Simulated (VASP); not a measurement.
Consider the following.

```xyz
1
Lattice="-1.4170 1.4170 1.4170 1.4170 -1.4170 1.4170 1.4170 1.4170 -1.4170" Properties=species:S:1:pos:R:3 pbc="T T T"
Fe     0.0000     0.0000     0.0000
```
Starting moments (μB, in the order of the record's atoms Fe): 2.1.

Level of theory: PBE GGA with D4 dispersion, VASP's PBE PAW potentials (set 64) (plane waves; VASP 6.6.1). Run with 520 eV cut-off, 18×18×18 Γ-centred mesh, first-order Methfessel-Paxton smearing of 0.10 eV, potentials Fe.

Problem. What does the run give for the cell moment, energy per atom (σ→0), pressure, band gap (on the k-mesh) with the smallest direct gap where there is one?

Solution. 
The band gap (on the k-mesh) comes out as none (metal, semimetal or under 0.01 eV) and the cell moment is 2.17 μB. The energy per atom (σ→0) is -8.597 eV/atom and the pressure comes out as -5.73 GPa.

Problem. Give the moment on each site (PAW-sphere projection).

Solution. 
| site | moment (μB) |
|---|---|
| Fe1 | 2.17 |

Only differences to runs with the same potentials and settings are physical.

The compound is Fe in the bcc structure. This cell is one point of a volume scan, at 1.03 of the reference volume.
